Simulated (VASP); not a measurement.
Here is the system:

```
MoS2
1.0
    1.60725    -2.78384     0.00000
    1.60725     2.78384     0.00000
    0.00000     0.00000    12.41796
Mo S
2 4
Direct
  0.33333   0.66667   0.25000
  0.66667   0.33333   0.75000
  0.33333   0.66667   0.87835
  0.66667   0.33333   0.37835
  0.66667   0.33333   0.12165
  0.33333   0.66667   0.62165
```

Method: PBE GGA with D4 dispersion, VASP's PBE PAW potentials (set 64) (plane waves; VASP). Run with 520 eV cut-off, 8×8×2 Γ-centred mesh, Gaussian smearing of 0.050 eV, potentials Mo_sv S.

### Question
The ions and cell shape at fixed volume are relaxed. Give the cell that the relaxation ends in.

### Answer

```
MoS2
1.0
    1.58503    -2.74536     0.00000
    1.58503     2.74536     0.00000
    0.00000     0.00000    12.76852
Mo S
2 4
Direct
  0.33333   0.66667   0.25000
  0.66667   0.33333   0.75000
  0.33333   0.66667   0.87240
  0.66667   0.33333   0.37240
  0.66667   0.33333   0.12760
  0.33333   0.66667   0.62760
```
Space group P6_3/mmc (194), at a tolerance of 0.03 Å.

### Question
How much energy does the relaxation gain?

### Answer
The energy (σ→0) changes by -19.7 meV/atom, in 8 ionic steps.

| step | E(σ→0) (eV) | max force (eV/Å) | pressure (GPa) | volume (Å³) |
|---|---|---|---|---|
| 1 | -46.0113 | 0.847 | -7.83 | 111.12 |
| 2 | -46.0814 | 0.059 | -4.35 | 111.12 |
| 3 | -46.0814 | 0.061 | -4.36 | 111.12 |
| 4 | -46.1159 | 0.016 | -3.10 | 111.12 |
| 5 | -46.1291 | 0.033 | -1.63 | 111.12 |
| 6 | -46.1291 | 0.035 | -1.57 | 111.12 |
| 7 | -46.1293 | 0.024 | -1.83 | 111.12 |
| 8 | -46.1293 | 0.008 | -1.76 | 111.12 |

The compound is MoS2 in the 2H layered structure. This cell is one point of a volume scan, at 1.06 of the reference volume. Symmetry was kept, so distortions that lower it aren't found.
